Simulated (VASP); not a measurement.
A cell of PrMg₃ (space group Fm-3m) near equilibrium:

```xyz
4
Lattice="0.0000 3.7100 3.7100 3.7100 0.0000 3.7100 3.7100 3.7100 0.0000" Properties=species:S:1:pos:R:3 pbc="T T T"
Pr     0.0000     0.0000     0.0000
Mg     3.7100     3.7100     3.7100
Mg     5.5650     5.5650     5.5650
Mg     1.8550     1.8550     1.8550
```

Calculation: r2SCAN meta-GGA, VASP's PBE PAW potentials (set 64) (plane waves; VASP 6.6.1).

The 4f electrons are frozen in the core of the lanthanide potential, so 4f levels, which can set the real gap, and their magnetism are missing.

| run | ΔE (meV/atom) | σxx | σyy | σzz | largest shear component, with its sign (GPa) | largest force (eV/Å) |
|---|---|---|---|---|---|---|
| as it is | 0.0 | 0.07 | 0.07 | 0.07 | 0.00 | 0.000 |
| after one change | 3.4 | 1.36 | 1.36 | 1.36 | 0.00 | 0.000 |
Stress is in GPa, positive when the cell is compressed.

**Question.** What was changed between the two runs?
A) isotropic strain of +2.0 %
B) isotropic strain of -1.0 %
C) isotropic strain of -2.0 %
D) isotropic strain of -3.0 %

**Answer.** B, isotropic strain of -1.0 %

The structure comes from a computed database's PrMg3 entry (Fm-3m); how it stands against other phases isn't given here. The electron count is odd and the run is not spin-polarised, which forces a metal.
